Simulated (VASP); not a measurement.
OSZICAR of a VASP run on C (graphite):

**OSZICAR**
```
       N       E                     dE             d eps       ncg     rms          rms(c)
DAV:   1     0.447064040306E+02    0.44706E+02   -0.84397E+03  1512   0.124E+03
DAV:   2    -0.395985535428E+02   -0.84305E+02   -0.76743E+02  2124   0.230E+02
DAV:   3    -0.432527322820E+02   -0.36542E+01   -0.36268E+01  1924   0.486E+01
DAV:   4    -0.432994765401E+02   -0.46744E-01   -0.46687E-01  1900   0.650E+00
DAV:   5    -0.433005077626E+02   -0.10312E-02   -0.10308E-02  1896   0.918E-01    0.940E+00
DAV:   6    -0.411178650717E+02    0.21826E+01   -0.22492E+00  1788   0.104E+01    0.536E+00
DAV:   7    -0.404473166117E+02    0.67055E+00   -0.22892E+00  1784   0.106E+01    0.141E+00
DAV:   8    -0.404486282258E+02   -0.13116E-02   -0.78190E-02  1732   0.196E+00    0.155E-01
DAV:   9    -0.404479800648E+02    0.64816E-03   -0.21425E-03  1896   0.371E-01    0.658E-02
DAV:  10    -0.404479736251E+02    0.64396E-05   -0.13361E-04  1944   0.898E-02    0.323E-02
DAV:  11    -0.404479719328E+02    0.16924E-05   -0.34059E-06  1900   0.166E-02    0.160E-03
DAV:  12    -0.404479718901E+02    0.42662E-07   -0.28399E-07  1364   0.422E-03
   1 F= -.40447972E+02 E0= -.40448015E+02  d E =-.404480E+02
       N       E                     dE             d eps       ncg     rms          rms(c)
DAV:   1    -0.404485376247E+02   -0.56569E-03   -0.15555E-02  1588   0.105E+00    0.778E-02
DAV:   2    -0.404482450093E+02    0.29262E-03   -0.39215E-04  1836   0.153E-01    0.432E-02
DAV:   3    -0.404481236110E+02    0.12140E-03   -0.39742E-04  1888   0.137E-01    0.116E-02
DAV:   4    -0.404481225474E+02    0.10636E-05   -0.13368E-05  1808   0.281E-02    0.443E-03
DAV:   5    -0.404481220436E+02    0.50382E-06   -0.11211E-06  1320   0.862E-03
   2 F= -.40448122E+02 E0= -.40448166E+02  d E =-.150153E-03
       N       E                     dE             d eps       ncg     rms          rms(c)
DAV:   1    -0.404482784432E+02   -0.15590E-03   -0.49728E-03  1576   0.591E-01    0.437E-02
DAV:   2    -0.404481856684E+02    0.92775E-04   -0.12476E-04  1808   0.864E-02    0.243E-02
DAV:   3    -0.404481471373E+02    0.38531E-04   -0.12623E-04  1860   0.772E-02    0.654E-03
DAV:   4    -0.404481467939E+02    0.34343E-06   -0.41599E-06  1788   0.157E-02
   3 F= -.40448147E+02 E0= -.40448190E+02  d E =-.174904E-03
       N       E                     dE             d eps       ncg     rms          rms(c)
DAV:   1    -0.404482326055E+02   -0.85468E-04   -0.10330E-03  1580   0.265E-01    0.220E-02
DAV:   2    -0.404482099677E+02    0.22638E-04   -0.30478E-05  1684   0.430E-02    0.115E-02
DAV:   3    -0.404482015389E+02    0.84288E-05   -0.27876E-05  1816   0.362E-02    0.279E-03
DAV:   4    -0.404482015216E+02    0.17277E-07   -0.50832E-07  1240   0.592E-03
   4 F= -.40448202E+02 E0= -.40448245E+02  d E =-.547278E-04
       N       E                     dE             d eps       ncg     rms          rms(c)
DAV:   1    -0.404486402702E+02   -0.43873E-03   -0.95599E-03  1544   0.802E-01    0.670E-02
DAV:   2    -0.404484324626E+02    0.20781E-03   -0.28153E-04  1640   0.131E-01    0.349E-02
DAV:   3    -0.404483550542E+02    0.77408E-04   -0.25742E-04  1780   0.110E-01    0.850E-03
DAV:   4    -0.404483549276E+02    0.12654E-06   -0.49520E-06  1708   0.180E-02
   5 F= -.40448355E+02 E0= -.40448399E+02  d E =-.208134E-03
       N       E                     dE             d eps       ncg     rms          rms(c)
DAV:   1    -0.404497485499E+02   -0.13935E-02   -0.38104E-02  1512   0.160E+00    0.134E-01
DAV:   2    -0.404489206364E+02    0.82791E-03   -0.11227E-03  1632   0.261E-01    0.697E-02
DAV:   3    -0.404486116957E+02    0.30894E-03   -0.10286E-03  1780   0.220E-01    0.170E-02
DAV:   4    -0.404486112046E+02    0.49110E-06   -0.19836E-05  1760   0.360E-02    0.125E-02
DAV:   5    -0.404486091274E+02    0.20773E-05   -0.31299E-06  1760   0.160E-02    0.973E-04
DAV:   6    -0.404486091482E+02   -0.20812E-07   -0.10025E-07  1028   0.303E-03
   6 F= -.40448609E+02 E0= -.40448653E+02  d E =-.462354E-03
       N       E                     dE             d eps       ncg     rms          rms(c)
DAV:   1    -0.404534594722E+02   -0.48503E-02   -0.15085E-01  1520   0.318E+00    0.266E-01
DAV:   2    -0.404501639969E+02    0.32955E-02   -0.44485E-03  1600   0.520E-01    0.139E-01
DAV:   3    -0.404489306970E+02    0.12333E-02   -0.41255E-03  1776   0.439E-01    0.342E-02
DAV:   4    -0.404489289665E+02    0.17305E-05   -0.79542E-05  1772   0.722E-02    0.256E-02
DAV:   5    -0.404489203192E+02    0.86474E-05   -0.12883E-05  1808   0.323E-02    0.216E-03
DAV:   6    -0.404489203992E+02   -0.80009E-07   -0.48848E-07  1180   0.647E-03
   7 F= -.40448920E+02 E0= -.40448965E+02  d E =-.773605E-03
```

**Question.** Which electronic solver shows in the log?

**Answer.** It is blocked Davidson (ALGO = Normal, or the opening steps of other solvers). The INCAR had ALGO = Normal.

**Question.** Can the final energy be trusted as converged?

**Answer.** The run converged. It stopped with EDIFF = 1E-6, NELM = 100, NSW = 60 and EDIFFG = -0.02 after 7 ionic steps (LDA (Ceperley-Alder, Perdew-Zunger), plane waves, VASP's LDA PAW potentials (set 64)).

The compound is C in the graphite structure. This run relaxes it. Symmetry was kept, so distortions that lower it aren't found. The start is the result of an earlier pass.
